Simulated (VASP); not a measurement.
```
P
1.0
    1.65364    -5.18564     0.00000
    1.65364     5.18564     0.00000
    0.00000     0.00000     4.29143
P
4
Direct
  0.10310   0.89690   0.92217
  0.39690   0.60310   0.42217
  0.60310   0.39690   0.57783
  0.89690   0.10310   0.07783
```

Computed with rev-vdW-DF2, VASP's PBE PAW potentials (set 64) (plane waves; VASP). Settings: 520 eV cut-off, 7×7×5 Γ-centred mesh, Gaussian smearing of 0.050 eV, potentials P.

The ions and cell shape at fixed volume are relaxed. Give the cell that the relaxation ends in.

```
P
1.0
    1.66907    -5.16806     0.00000
    1.66907     5.16806     0.00000
    0.00000     0.00000     4.26622
P
4
Direct
  0.10490   0.89510   0.92481
  0.39510   0.60490   0.42481
  0.60490   0.39510   0.57519
  0.89510   0.10490   0.07519
```
Space group Cmce (64), at a tolerance of 0.03 Å.

How much energy does the relaxation gain?

The energy (σ→0) changes by -3.1 meV/atom, in 5 ionic steps.

```
step  E(σ→0) (eV)  max force (eV/Å)  pressure (GPa)  volume (Å³)
----  -----------  ----------------  --------------  -----------
1        -16.9484             0.269            2.56        73.60
2        -16.9578             0.079            1.60        73.60
3        -16.9589             0.037            1.14        73.60
4        -16.9607             0.008            0.93        73.60
5        -16.9608             0.006            0.83        73.60
```

The compound is P in the black structure. This cell is one point of a volume scan, at 0.97 of the reference volume. Symmetry was kept, so distortions that lower it aren't found.
